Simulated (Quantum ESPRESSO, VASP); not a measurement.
Given: the input of a run of VASP 6.6.1 on Zn3P. Atoms were shifted at random by some hundredths of an Å from the given cell, which wasn't relaxed again for these runs. The cell comes from a database or a generator and needn't be the stable form of this composition.

INCAR

```
  PREC = Accurate
  ENCUT = 520
  EDIFF = 1E-7
  ISMEAR = -1
  SIGMA = 0.05
  LREAL = F
  LASPH = T
  NELM = 60
  ALGO = Normal
  ISIF = 2
  LWAVE = F
  LCHARG = T
  GGA = PE
  LELF = T
  LVHAR = T
  NBANDS = 28
```

File KPOINTS:

```
Automatic mesh
0
Gamma
  7 7 7
```

POSCAR

```
Zn3P
1.0
    3.9755180000      0.0000000000      0.0000000000
    0.0000000000      3.9755180000      0.0000000000
    0.0000000000      0.0000000000      3.9755180000
Zn P
3 1
Direct
    0.5122900000      0.5046040000     -0.0014700000
    0.5034610000      0.0016670000      0.5024300000
   -0.0024470000      0.5025980000      0.4944630000
   -0.0053100000     -0.0030370000      0.0027560000
```

Potentials or basis: VASP PAW PBE potentials, release 64 (Zn, P).

Launch:

```sh
$ cat potpaw_PBE.64/Zn/POTCAR potpaw_PBE.64/P/POTCAR > POTCAR
$ mpirun -np 1 vasp_std > vasp.out
```

Task: Translate it to Quantum ESPRESSO 7.5. Potentials or basis there: SSSP 1.3 efficiency PBE, cutoff 748 eV.

Result: As run (cutoffs and basis follow the program's own potentials, and thresholds, step limits or extra output files can differ):

The input pw.in:

```
&CONTROL
  calculation = 'scf'
  prefix = 'pwscf'
  outdir = './tmp'
  pseudo_dir = './pseudo'
  tprnfor = .true.
  tstress = .true.
  disk_io = 'nowf'
/
&SYSTEM
  ibrav = 0
  nat = 4
  ntyp = 2
  ecutwfc = 55
  ecutrho = 440
  nbnd = 43
  occupations = 'smearing'
  smearing = 'fd'
  degauss = 0.00367493
/
&ELECTRONS
  conv_thr = 8d-10
  electron_maxstep = 120
  mixing_beta = 0.5
/
ATOMIC_SPECIES
Zn    65.3800 Zn_pbe_v1.uspp.F.UPF
P     30.9738 P.pbe-n-rrkjus_psl.1.0.0.UPF
CELL_PARAMETERS angstrom
   3.9755180000    0.0000000000    0.0000000000
   0.0000000000    3.9755180000    0.0000000000
   0.0000000000    0.0000000000    3.9755180000
ATOMIC_POSITIONS crystal
Zn     0.5122900000    0.5046040000   -0.0014700000
Zn     0.5034610000    0.0016670000    0.5024300000
Zn    -0.0024470000    0.5025980000    0.4944630000
P     -0.0053100000   -0.0030370000    0.0027560000
K_POINTS automatic
7 7 7 0 0 0
```

Potentials or basis: SSSP 1.3 efficiency PBE.

Command:

```sh
$ OMP_NUM_THREADS=1 pw.x -in pw.in > pw.out
```

Both were run:

|  | VASP | Quantum ESPRESSO |
| --- | --- | --- |
| Pressure | -0.6 GPa | -0.8 GPa |
| Largest force | 0.174 eV/Å | 0.172 eV/Å |

The potentials hold 41 and 65 valence electrons a cell.

Pressure is positive in compression.
